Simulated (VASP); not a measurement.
All values below come from r2SCAN meta-GGA, VASP's PBE PAW potentials (set 64) (plane waves; VASP).

VASP input:

**INCAR**
```
ISMEAR=0
LASPH=T   ! aspherical one-centre terms
ISIF=2
ENCUT=600   ! plane-wave cut-off (eV)
LWAVE=F
SIGMA=0.05   ! width (eV)
LREAL=F
LCHARG=F
SYSTEM=BN
NELM=100   ! most electronic steps
ALGO=Normal   ! blocked Davidson
PREC=Accurate
METAGGA=R2SCAN
EDIFF=1E-7   ! SCF stop (eV)
LMIXTAU=T
```

KPOINTS:
```
kpoints
0
gamma
10 10 6
```

### POSCAR
```
BN
1.0
  1.2731720719  -2.2051989347   0.0000000000
  1.2731720719   2.2051989347   0.0000000000
  0.0000000000   0.0000000000   4.2116471431
B N
2 2
direct
  0.6666670000   0.3333330000   0.5002209778
  0.3333330000   0.6666670000   0.0002209778
  0.6666670000   0.3333330000   0.8747790222
  0.3333330000   0.6666670000   0.3747790222
```

POTCAR, in this order: B N (PBE.64 set). Program: vasp_std.

Q: Estimate the energy per atom (σ→0).

A: 
```json
{
 "energy per atom (σ→0)": "-923.2 kJ/mol-atom"
}
```

OSZICAR:
```
...
DAV:  10    -0.382638837983E+02   -0.19150E+00   -0.69070E-02  1456   0.311E+00    0.155E-01
DAV:  11    -0.382689303261E+02   -0.50465E-02   -0.60222E-03  1572   0.100E+00    0.153E-01
DAV:  12    -0.382690760998E+02   -0.14577E-03   -0.32950E-03  1632   0.575E-01    0.964E-02
DAV:  13    -0.382721523698E+02   -0.30763E-02   -0.11424E-03  1476   0.407E-01    0.442E-02
DAV:  14    -0.382722920690E+02   -0.13970E-03   -0.11814E-04  1636   0.127E-01    0.541E-03
DAV:  15    -0.382722942147E+02   -0.21457E-05   -0.52985E-06  1652   0.305E-02    0.392E-03
DAV:  16    -0.382722942010E+02    0.13745E-07   -0.27413E-07  1432   0.804E-03
   1 F= -.38272294E+02 E0= -.38272294E+02  d E =-.628015E-12
```

The compound is BN in the wurtzite structure, a metastable high-pressure form. It was relaxed first.
